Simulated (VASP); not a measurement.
# A VASP study of BaMnO3 (PBEsol + U): structure first, properties next, part 5 of 7

What structure and properties does PBEsol + U give BaMnO3, and how near are they to the measured ones? The start is a computed cell from the Materials Project.

VASP 6.6.1; PBEsol, DFT+U (Mn d 3 eV), spin-polarised from a ferromagnetic start; plane waves and PAW (Ba_sv, Mn_pv, O).

Still holding for the runs below: The magnetic state follows from one typed start and may not be the lowest. The valence top and the conduction bottom belong to opposite spins.

So far, gap on the k-mesh (eV): step 2 (full relaxation (PBEsol + U)) 1.45. The relaxed cell has a = 5.690, c = 4.906 Å (conventional setting).

### 5. Density of states (PBEsol + U)

A density of states needs more k-points than a total energy; ISMEAR = -5 takes tetrahedra, and LORBIT projects the states on the PAW spheres. The mesh is finer than in the run before.

INCAR reads:

```
SYSTEM = BaMnO3
PREC = Accurate
ENCUT = 520
EDIFF = 1E-06
NELM = 100
ISMEAR = -5
SIGMA = 0.05
LREAL = .FALSE.
ALGO = Normal
GGA = PS
NBANDS = 74
ISPIN = 2
MAGMOM = 0.004 0.004 2.948 2.948 -0.01 -0.01 -0.01 -0.01 -0.01 -0.01
LDAU = .TRUE.
LDAUTYPE = 2
LDAUL = -1 2 -1
LDAUU = 0 3 0
LDAUJ = 0 0 0
LDAUPRINT = 1
LASPH = .TRUE.
LMAXMIX = 4
LORBIT = 11
LWAVE = .FALSE.
LCHARG = .FALSE.
KPAR = 8
NEDOS = 2001
```

POSCAR reads:

```
BaMnO3
1.0
    5.6901590181      0.0000000000      0.0000000000
   -2.8450795090      4.9278222612      0.0000000000
    0.0000000000      0.0000000000      4.9062123212
Ba Mn O
2 2 6
Direct
    0.6666666700      0.3333333300      0.7585902999
    0.3333333300      0.6666666700      0.2585902899
    0.0000000000      0.0000000000      0.4606617244
    0.0000000000      0.0000000000      0.9606617244
    0.1485262014      0.8514737986      0.7089546786
    0.1485261914      0.2970523927      0.7089546786
    0.7029476073      0.8514737986      0.7089546786
    0.8514737986      0.1485261914      0.2089546786
    0.8514737986      0.7029476073      0.2089546786
    0.2970523927      0.1485262014      0.2089546786
```

KPOINTS reads:

```
Automatic mesh
0
Gamma
7 7 7
0 0 0
```

Potentials, in the order of the species: Ba_sv, Mn_pv and O (PBE family, release 64).

Launch:

```bash
mpirun -np 8 vasp_std
```

Log:

```text
[... set-up lines as in an earlier step ...]
 entering main loop
       N       E                     dE             d eps       ncg     rms          rms(c)
DAV:   1     0.848342380706E+03    0.84834E+03   -0.38896E+04  9488   0.117E+03
DAV:   2    -0.530990523693E+01   -0.85365E+03   -0.78187E+03  9624   0.343E+02
DAV:   3    -0.878962445631E+02   -0.82586E+02   -0.80075E+02 10836   0.119E+02
DAV:   4    -0.909271261538E+02   -0.30309E+01   -0.30050E+01 12936   0.187E+01
DAV:   5    -0.909726158165E+02   -0.45490E-01   -0.45465E-01 11136   0.227E+00    0.457E+01
DAV:   6    -0.870854763888E+02    0.38871E+01   -0.76423E+01 11858   0.659E+01    0.645E+01
DAV:   7    -0.748383851941E+02    0.12247E+02   -0.64481E+01 10962   0.687E+01    0.194E+01
DAV:   8    -0.734201556844E+02    0.14182E+01   -0.50845E+00 11200   0.135E+01    0.913E+00
DAV:   9    -0.735422060661E+02   -0.12205E+00   -0.80035E-01 12740   0.746E+00    0.479E+00
DAV:  10    -0.736917179971E+02   -0.14951E+00   -0.37344E-01 10890   0.247E+00    0.242E+00
DAV:  11    -0.736846531993E+02    0.70648E-02   -0.72207E-02 10944   0.154E+00    0.824E-01
DAV:  12    -0.736878493795E+02   -0.31962E-02   -0.60593E-03 10886   0.471E-01    0.362E-01
DAV:  13    -0.736884923462E+02   -0.64297E-03   -0.93569E-04 11580   0.224E-01    0.154E-01
DAV:  14    -0.736886592915E+02   -0.16695E-03   -0.36208E-04 10896   0.118E-01    0.577E-02
DAV:  15    -0.736887071883E+02   -0.47897E-04   -0.11493E-04 10874   0.533E-02    0.324E-02
DAV:  16    -0.736887214661E+02   -0.14278E-04   -0.83868E-06 10590   0.204E-02    0.197E-02
DAV:  17    -0.736887212124E+02    0.25369E-06   -0.25149E-06  9626   0.145E-02
   1 F= -.73688721E+02 E0= -.73688721E+02  d E =0.000000E+00  mag=     5.9999
```

Elapsed: 73 s, on 8 MPI ranks of AMD EPYC 9R45, shared host; peak memory 4.8 GiB; 9.6 min of CPU time.

Parts of OUTCAR (step 5):

```text
   k-points           NKPTS =     32   k-points in BZ     NKDIM =     32   number of bands    NBANDS=     74

   NELECT =      82.0000    total number of electrons

atom =   3  type =  2  l = 2

 onsite density matrix

spin component  1

  0.8341 -0.0000 -0.0000  0.1959 -0.0000
 -0.0000  0.6492 -0.0000  0.0000  0.1959
 -0.0000 -0.0000  0.9717 -0.0000 -0.0000
  0.1959  0.0000 -0.0000  0.6492  0.0000
 -0.0000  0.1959 -0.0000  0.0000  0.8341

spin component  2

  0.1732  0.0000 -0.0000 -0.1123 -0.0000
  0.0000  0.2789  0.0000  0.0000 -0.1123
 -0.0000  0.0000  0.1344  0.0000 -0.0000
 -0.1123  0.0000  0.0000  0.2789 -0.0000
 -0.0000 -0.1123 -0.0000 -0.0000  0.1732

 occupancies and eigenvectors

  o =  0.1019  v =  0.0000  0.0000  0.0000  0.0000  0.0000  0.3325 -0.4924 -0.0000  0.2109 -0.7762      0.0000  0.0000  0.0000  0.0000  0.0000  0.0000  0.0000  0.0000  0.0000  0.0000
  o =  0.1019  v =  0.0000  0.0000  0.0000  0.0000  0.0000  0.7762  0.2109  0.0000  0.4924  0.3325      0.0000  0.0000  0.0000  0.0000  0.0000  0.0000  0.0000  0.0000  0.0000  0.0000
  o =  0.1344  v =  0.0000  0.0000  0.0000  0.0000  0.0000  0.0000  0.0000 -1.0000  0.0000  0.0000      0.0000  0.0000  0.0000  0.0000  0.0000  0.0000  0.0000  0.0000  0.0000  0.0000
  o =  0.3502  v =  0.0000  0.0000  0.0000  0.0000  0.0000  0.2108  0.7763  0.0000 -0.3323 -0.4925      0.0000  0.0000  0.0000  0.0000  0.0000  0.0000  0.0000  0.0000  0.0000  0.0000
  o =  0.3502  v =  0.0000  0.0000  0.0000  0.0000  0.0000 -0.4925  0.3323  0.0000  0.7763 -0.2108      0.0000  0.0000  0.0000  0.0000  0.0000  0.0000  0.0000  0.0000  0.0000  0.0000
  o =  0.5250  v = -0.2107 -0.7765  0.0000  0.3324  0.4922  0.0000  0.0000  0.0000  0.0000  0.0000      0.0000  0.0000  0.0000  0.0000  0.0000  0.0000  0.0000  0.0000  0.0000  0.0000
  o =  0.5250  v = -0.4922  0.3324 -0.0000  0.7765 -0.2107  0.0000  0.0000  0.0000  0.0000  0.0000      0.0000  0.0000  0.0000  0.0000  0.0000  0.0000  0.0000  0.0000  0.0000  0.0000
  o =  0.9583  v =  0.3324 -0.4922 -0.0000  0.2107 -0.7765  0.0000  0.0000  0.0000  0.0000  0.0000      0.0000  0.0000  0.0000  0.0000  0.0000  0.0000  0.0000  0.0000  0.0000  0.0000
  o =  0.9583  v =  0.7765  0.2107  0.0000  0.4922  0.3324  0.0000  0.0000  0.0000  0.0000  0.0000      0.0000  0.0000  0.0000  0.0000  0.0000  0.0000  0.0000  0.0000  0.0000  0.0000
  o =  0.9717  v = -0.0000 -0.0000  1.0000 -0.0000 -0.0000  0.0000  0.0000  0.0000  0.0000  0.0000      0.0000  0.0000  0.0000  0.0000  0.0000  0.0000  0.0000  0.0000  0.0000  0.0000

atom =   4  type =  2  l = 2

 onsite density matrix

spin component  1

  0.8341  0.0000 -0.0000 -0.1959 -0.0000
  0.0000  0.6492  0.0000  0.0000 -0.1959
 -0.0000  0.0000  0.9717  0.0000 -0.0000
 -0.1959  0.0000  0.0000  0.6492 -0.0000
 -0.0000 -0.1959 -0.0000 -0.0000  0.8341

spin component  2

  0.1732 -0.0000 -0.0000  0.1123 -0.0000
 -0.0000  0.2789 -0.0000  0.0000  0.1123
 -0.0000 -0.0000  0.1344 -0.0000 -0.0000
  0.1123  0.0000 -0.0000  0.2789  0.0000
 -0.0000  0.1123 -0.0000  0.0000  0.1732

 occupancies and eigenvectors

  o =  0.1019  v =  0.0000  0.0000  0.0000  0.0000  0.0000  0.3322  0.4925 -0.0000 -0.2107 -0.7763      0.0000  0.0000  0.0000  0.0000  0.0000  0.0000  0.0000  0.0000  0.0000  0.0000
  o =  0.1019  v =  0.0000  0.0000  0.0000  0.0000  0.0000  0.7763 -0.2107  0.0000 -0.4925  0.3322      0.0000  0.0000  0.0000  0.0000  0.0000  0.0000  0.0000  0.0000  0.0000  0.0000
  o =  0.1344  v =  0.0000  0.0000  0.0000  0.0000  0.0000  0.0000 -0.0000 -1.0000 -0.0000  0.0000      0.0000  0.0000  0.0000  0.0000  0.0000  0.0000  0.0000  0.0000  0.0000  0.0000
  o =  0.3502  v =  0.0000  0.0000  0.0000  0.0000  0.0000  0.2108 -0.7763  0.0000  0.3323 -0.4925      0.0000  0.0000  0.0000  0.0000  0.0000  0.0000  0.0000  0.0000  0.0000  0.0000
  o =  0.3502  v =  0.0000  0.0000  0.0000  0.0000  0.0000 -0.4925 -0.3323  0.0000 -0.7763 -0.2108      0.0000  0.0000  0.0000  0.0000  0.0000  0.0000  0.0000  0.0000  0.0000  0.0000
  o =  0.5250  v = -0.2107  0.7765  0.0000 -0.3324  0.4922  0.0000  0.0000  0.0000  0.0000  0.0000      0.0000  0.0000  0.0000  0.0000  0.0000  0.0000  0.0000  0.0000  0.0000  0.0000
  o =  0.5250  v = -0.4922 -0.3324 -0.0000 -0.7765 -0.2107  0.0000  0.0000  0.0000  0.0000  0.0000      0.0000  0.0000  0.0000  0.0000  0.0000  0.0000  0.0000  0.0000  0.0000  0.0000
  o =  0.9583  v =  0.3323  0.4922 -0.0000 -0.2107 -0.7765  0.0000  0.0000  0.0000  0.0000  0.0000      0.0000  0.0000  0.0000  0.0000  0.0000  0.0000  0.0000  0.0000  0.0000  0.0000
  o =  0.9583  v =  0.7765 -0.2107  0.0000 -0.4922  0.3323  0.0000  0.0000  0.0000  0.0000  0.0000      0.0000  0.0000  0.0000  0.0000  0.0000  0.0000  0.0000  0.0000  0.0000  0.0000
  o =  0.9717  v = -0.0000  0.0000  1.0000  0.0000 -0.0000  0.0000  0.0000  0.0000  0.0000  0.0000      0.0000  0.0000  0.0000  0.0000  0.0000  0.0000  0.0000  0.0000  0.0000  0.0000

 E-fermi :   2.8115

 spin component 1
 k-point     1 :       0.0000    0.0000    0.0000
  band No.  band energies     occupation
    ...
     40       2.3071      1.00000
     41       2.3071      1.00000
     42       2.6347      1.00000
     43       2.8060      1.00000
     44       2.8060      1.00000
     45       5.1205      0.00000
     46       5.1205      0.00000
     47       6.0399      0.00000
     48       6.0399      0.00000
     49       8.7285      0.00000
    ...

 k-point     2 :       0.1429    0.0000    0.0000
  band No.  band energies     occupation
    ...
     40       2.1421      1.00000
     41       2.2600      1.00000
     42       2.5888      1.00000
     43       2.6774      1.00000
     44       2.7919      1.00000
     45       5.1648      0.00000
     46       5.1856      0.00000
     47       5.8746      0.00000
     48       6.0300      0.00000
     49       8.9185      0.00000
    ...

  Total        0.0338420      0.0338420      0.0018519      0.0000000     -0.0000000      0.0000000
  in kB        0.3941315      0.3941315      0.0215681      0.0000000     -0.0000000      0.0000000
  external PRESSURE =       0.2699437 kB  Pullay stress =       0.0000000 kB

 POSITION                                       TOTAL-FORCE (eV/Angst)
 -----------------------------------------------------------------------------------
      2.84508      1.64261      3.72181         0.000000     -0.000000      0.000120
     -0.00000      3.28521      1.26870         0.000000      0.000000      0.000120
      0.00000      0.00000      2.26010         0.000000     -0.000000     -0.007328
      0.00000      0.00000      4.71321         0.000000      0.000000     -0.007328
     -1.57737      4.19591      3.47828        -0.002181      0.001259      0.002403
     -0.00000      1.46382      3.47828        -0.000000     -0.002518      0.002403
      1.57737      4.19591      3.47828         0.002181      0.001259      0.002403
      4.42245      0.73191      1.02518         0.002181     -0.001259      0.002403
      2.84508      3.46400      1.02518         0.000000      0.002518      0.002403
      1.26771      0.73191      1.02518        -0.002181     -0.001259      0.002403
 -----------------------------------------------------------------------------------
    total drift:                                0.000078      0.000049     -0.000498

  FREE ENERGIE OF THE ION-ELECTRON SYSTEM (eV)
  ---------------------------------------------------
  free  energy   TOTEN  =       -73.6887212124 eV

  energy  without entropy=      -73.6887212124  energy(sigma->0) =      -73.68872121

[... 8 parts as in an earlier step ...]

[... 14 further parts left out ...]
```

This step gave:

```
SCF cycles                                      : 17
irreducible k-points                            : 32
free energy (TOTEN)                             : -73.6887 eV
Fermi energy                                    : 2.812 eV
pressure                                        : 0.02699 GPa
least direct gap on the k-mesh, within one spin : 1.480 eV
```

The density of states has structure finer than the step of the table below, so its rows give means over 0.5 eV, whole bins alone (the curve runs from -12.0 to 5.93 eV). Peaks (eV: height): total down -10.62: 13.3, -3.29: 18.5, 3.36: 8.73, 4.27: 13.9; total up -10.62: 13.1, -10.32: 12.0, -4.43: 14.0, -0.57: 12.2; O p up -4.43: 4.04, -0.95: 5.07, -0.57: 7.33, 2.53: 3.37; O p down -3.29: 9.14, -1.02: 4.49, -0.65: 4.51, 4.27: 2.25; Mn d up -4.43: 7.72, -4.12: 3.22, 2.53: 5.55, 2.68: 4.59.

States under -12.0 eV and over 5.9 eV are left out. Table of density of states by energy, zero at the valence-band top; means over each step; 7 of 16 lines; values in states/eV/cell:

```
energy (eV)  total down  total up   O p up  O p down  Mn d up  Mn d down  Mn p up
      -11.5           0         0        0         0        0          0        0
      -11.0        1.16      1.44   0.0298    0.0222   0.0115    0.00424  0.00160
      -10.5        10.2      10.1    0.126     0.120   0.0524     0.0260  0.00818
      -10.0       0.634     0.438  0.00224   0.00338  0.00120     8.3e-4   2.7e-4
       -9.5           0         0        0         0        0          0        0
       -9.0           0         0        0         0        0          0        0
       -8.5           0         0        0         0        0          0        0
       -8.0           0         0        0         0        0          0        0
       -7.5           0         0        0         0        0          0        0
       -7.0           0   0.00141   2.9e-4         0   7.6e-4          0   1.9e-6
       -6.5           0     0.773    0.146         0    0.439          0  0.00370
       -6.0           0     0.779    0.161         0    0.427          0   0.0127
       -5.5           0      2.63    0.610         0     1.34          0   0.0280
       -5.0       0.134      3.77    0.987    0.0588     1.68     0.0193   0.0636
       -4.5        2.02      4.15     1.15     0.939     2.18      0.206   0.0328
       -4.0        3.21      5.11     1.91      1.53     1.96      0.415   0.0834
       -3.5        7.45      3.36     1.29      3.65     1.14       1.60   0.0928
       -3.0        6.37      2.26    0.834      3.33    0.790      0.817   0.0642
       -2.5        2.99      2.71     1.23      1.69    0.585      0.201    0.121
       -2.0        2.29      3.60     1.61      1.34    0.898      0.200    0.136
       -1.5        2.12      3.79     1.83      1.32    0.865      0.113    0.121
       -1.0        5.39      6.25     3.30      3.63     1.33     0.0923   0.0808
       -0.5        3.75      7.44     4.46      2.66     1.15     0.0194   0.0758
        0.0       0.279      1.36    0.673     0.206    0.395     3.5e-4   8.0e-4
        0.5           0         0        0         0        0          0        0
        1.0           0         0        0         0        0          0        0
        1.5       0.273         0        0    0.0326        0      0.196        0
        2.0       0.823    0.0216  0.00616     0.117   0.0110      0.584   7.2e-6
        2.5        1.54      6.08     1.89    0.0992     3.09       1.27  0.00239
        3.0        3.97      1.87    0.621     0.246    0.945       3.27  0.00121
        3.5        4.12    0.0151  0.00559     0.509  0.00763       3.17        0
        4.0        2.85         0        0     0.411        0       2.01        0
        4.5        5.89         0        0      1.01        0       3.85        0
        5.0       0.520         0        0     0.112        0      0.325        0
        5.5      0.0823     0.281   0.0176   0.00564  0.00428    0.00533  0.00408
```

The gap on this mesh is 1.45 eV. In the top eV of the valence band the largest shares in the PAW spheres are O p 62 % and Mn d 12 %. The rest lies in smaller channels or between the spheres.

(Continued in part 6 of 7.)

[Lines on the potential files, build, host, timing and source positions are cut from VASP's logs without a mark.]

[Logs are printed without paths, hosts, clocks, repeated set-up lines and the standing remarks that a program may print on its own settings, such as how far it seeks lower states.]

[Hosts, paths, dates, database ids (printed as entryN), source tags and the programs' standing remarks are cut or masked in the printed files.]

[A measured line is paired with the nearest computed mode of its activity, which favours agreement.]
